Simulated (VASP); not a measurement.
Crystal: BaFeO2.

```
Ba Fe O
1.0
     3.34777    0.00000    0.00000
    -1.67388    2.89925    0.00000
     0.00000    0.00000    7.64495
Ba Fe O
1 1 2
Cartesian
  0.0000 0.0000 0.0000
  0.0000 0.0000 3.8225
  0.0000 1.9328 3.8225
  1.6739 0.9664 3.8225
```

The cell was built by a generator and needn't be a form met in nature.

| Item | Value |
| --- | --- |
| Program | VASP 6.6.1 |
| Task | relaxation of cell and atoms |
| Functional | PBE |
| Potentials or basis | VASP PAW PBE potentials, release 64 (Ba_sv, Fe, O) |
| Cutoff | 520 eV |
| k mesh | 5 × 5 × 2 |
| Occupations | gaussian, width 0.15 eV |
| Spin | collinear spin, ferromagnetic start |
| Starting moments | [0.0, 3.0, 0.0, 0.0] μB |

At the start: pressure 28.0 GPa; volume 18.55 Å³/atom.

How do energy, volume and symmetry change on relaxing?

Over 13 steps the energy falls by 2064.9 meV/atom and the volume is 15.68 Å³/atom (-15.5 %); space group P6/mmm (No. 191, to 0.05 Å); moment 1.34 μB per cell.

The path:
| step | energy change (eV) | largest force (eV/Å) | pressure (GPa) | volume (Å³) |
| --- | --- | --- | --- | --- |
| 1 | 0.0000 | 0.0000 | 27.99 | 74.20 |
| 2 | -5.9679 | 0.0000 | -14.01 | 112.54 |
| 3 | -6.7360 | 0.0000 | -12.19 | 105.77 |
| 4 | -7.4693 | 0.0000 | -7.85 | 95.53 |
| 5 | -7.6684 | 0.0000 | -2.63 | 87.78 |
| 6 | -7.8254 | 0.0000 | -2.37 | 84.52 |
| 7 | -8.2069 | 0.0000 | -1.33 | 75.59 |
| 8 | -7.9936 | 0.0000 | 3.65 | 57.16 |
| 9 | -8.2265 | 0.0000 | -2.85 | 66.28 |
| 10 | -8.2470 | 0.0000 | -0.90 | 63.34 |
| 11 | -8.2510 | 0.0000 | -1.59 | 63.97 |
| 12 | -8.2402 | 0.0000 | 3.06 | 60.92 |
| 13 | -8.2594 | 0.0000 | 0.05 | 62.73 |

Final structure:
```
Ba Fe O
1.0
     3.67443    0.00000    0.00000
    -1.83722    3.18215    0.00000
     0.00000    0.00000    5.36495
Ba Fe O
1 1 2
Direct
  0.00000 0.00000 0.00000
  0.00000 0.00000 0.50000
  0.33333 0.66667 0.50000
  0.66667 0.33333 0.50000
```

Caveat: the k mesh is coarse (spacing up to 0.43 Å⁻¹), so the values aren't converged; the volume moved by over 15 % at a fixed basis, so the end points are rough; a cell with one magnetic atom can't hold antiferromagnetic order, which such compounds often take.
